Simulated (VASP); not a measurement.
Input for VASP

POSCAR:
```
BN
1.0
  2.5446631133   0.0000000000   0.0000000000
 -1.2723315566   2.2037426962   0.0000000000
  0.0000000000   0.0000000000   4.2032806445
B N
2 2
Cart
 -0.0000012723   1.4691625320   0.0006717515
  1.2723328290   0.7345801642   2.1023120737
 -0.0000012723   1.4691625320   1.5755584902
  1.2723328290   0.7345801642   3.6771988124
```

**KPOINTS**
```
Automatic
0
G
9 9 5
```

**INCAR**
```
ENCUT = 520
GGA = PS   # PBEsol
ISIF = 3   # ions, shape and volume
ALGO = Normal   # blocked Davidson
SIGMA = 0.05
PREC = Accurate
LASPH = .TRUE.   # aspherical one-centre terms
LWAVE = .FALSE.
LCHARG = .FALSE.
ISMEAR = 0   # Gaussian
EDIFFG = -0.02   # ionic stop
IBRION = 2   # conjugate gradients
SYSTEM = BN
NELM = 100   # most electronic steps
EDIFF = 1E-6   # SCF stop (eV)
NSW = 60
LREAL = .FALSE.   # projection in real space or not
```

POTCAR, in this order: B N (PBE.64 set). Program: vasp_std.

Question: Write an equivalent input for Quantum ESPRESSO's pw.x.

Answer: One equivalent input (not run):
```
&CONTROL
  calculation = 'vc-relax'
  pseudo_dir = './pseudo'
  outdir = './out'
  tprnfor = .true.
  tstress = .true.
  nstep = 60
  forc_conv_thr = 0.00078
/
&SYSTEM
  ibrav = 0
  nat = 4
  ntyp = 2
  ecutwfc = 84
  occupations = 'smearing'
  smearing = 'gaussian'
  degauss = 0.003675
  input_dft = 'pbesol'
/
&ELECTRONS
  conv_thr = 7.3e-08
  electron_maxstep = 100
/
&IONS
/
&CELL
/
ATOMIC_SPECIES
  B 10.810 B.upf
  N 14.007 N.upf
CELL_PARAMETERS angstrom
     2.5446631    0.0000000   -0.0000000
    -1.2723316    2.2037427    0.0000000
     0.0000000    0.0000000    4.2032806
ATOMIC_POSITIONS crystal
  B    0.3333330  0.6666670  0.0001598
  B    0.6666670  0.3333330  0.5001598
  N    0.3333330  0.6666670  0.3748402
  N    0.6666670  0.3333330  0.8748402
K_POINTS automatic
  9 9 5 0 0 0
```
What does not carry over: the potentials are each code's own (VASP's PAW set, PseudoDojo norm-conserving files in pw.x), so ENCUT and ecutwfc are chosen apart and not converted; conv_thr bounds pw.x's estimated SCF error, while EDIFF bounds the energy change between steps; forc_conv_thr acts on force components and is met together with etot_conv_thr.

The structure was generated: BN was put into the wurtzite type (P6_3mc), which need not be its known phase. This run relaxes it. Symmetry was kept, so distortions that lower it aren't found. The start is the result of an earlier pass.
